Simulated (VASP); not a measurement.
Input:

```
TbAs
1.0
    4.55420     0.00000     0.00000
   -2.27710     3.94406     0.00000
    0.00000     0.00000     7.45874
Tb As
2 2
Direct
  0.66667   0.33333   0.00000
  0.33333   0.66667   0.50000
  0.66667   0.33333   0.62520
  0.33333   0.66667   0.12520
```

These are PBE GGA, VASP's PBE PAW potentials (set 64) (plane waves; VASP) values and carry that method's errors. Numerical set-up: 450 eV cut-off, 5×5×3 Γ-centred mesh, Gaussian smearing of 0.050 eV, potentials Tb_3 As.

The 4f electrons are frozen in the core of the lanthanide potential, so 4f levels, which can set the real gap, and their magnetism are missing.

Q: Predict the energy per atom (σ→0).

A: 
```json
{
 "energy per atom (σ→0)": "-5.660 eV/atom"
}
```

The absolute energy has meaning only against runs of the same code, potentials and settings.

The structure was generated: TbAs was put into the wurtzite type (P6_3mc), which need not be its known phase. The cell was not relaxed at this level. The run is one of a series of settings (ENCUT = 450 against the base run), some of them coarse on purpose.
